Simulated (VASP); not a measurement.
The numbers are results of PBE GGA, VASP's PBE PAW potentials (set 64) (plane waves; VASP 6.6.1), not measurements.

Input for VASP

POSCAR:
```
PdIn
1.0
  3.3094645845   0.0000000000   0.0000000000
  0.0000000000   3.3094645845   0.0000000000
  0.0000000000   0.0000000000   3.3094645845
In Pd
1 1
Direct
  0.5000000000   0.5000000000   0.5000000000
  0.0000000000   0.0000000000   0.0000000000
```

### INCAR
```
ALGO = Fast
EDIFF = 1E-5
EDIFFG = -0.03
ENCUT = 400
GGA = PE
IBRION = 2
ISIF = 2
ISMEAR = 1
LASPH = .TRUE.
LCHARG = .FALSE.
LMAXMIX = 4
LREAL = .FALSE.
LWAVE = .FALSE.
NELM = 100
NELMIN = 4
NSW = 20
PREC = Normal
SIGMA = 0.1
SYSTEM = PdIn
```

### KPOINTS
```
Regular mesh
0
G
12 12 12
```

POTCAR, in this order: In_d Pd (PBE.64 set). Program: vasp_std.

Task: What will the output report for the number of irreducible k-points (NKPTS), largest plane-wave count, number of space-group operations, FFT grid (NGX, NGY, NGZ)?

Result: 
```json
{
 "number of irreducible k-points (NKPTS)": "84",
 "largest_plane_wave_count": "691",
 "number_of_space_group_operations": "48",
 "FFT grid (NGX, NGY, NGZ)": "16 × 16 × 16"
}
```

The compound is PdIn in the CsCl type structure. It was relaxed first, which changed the volume by +6 %. The electron count is odd and the run is not spin-polarised, which forces a metal.
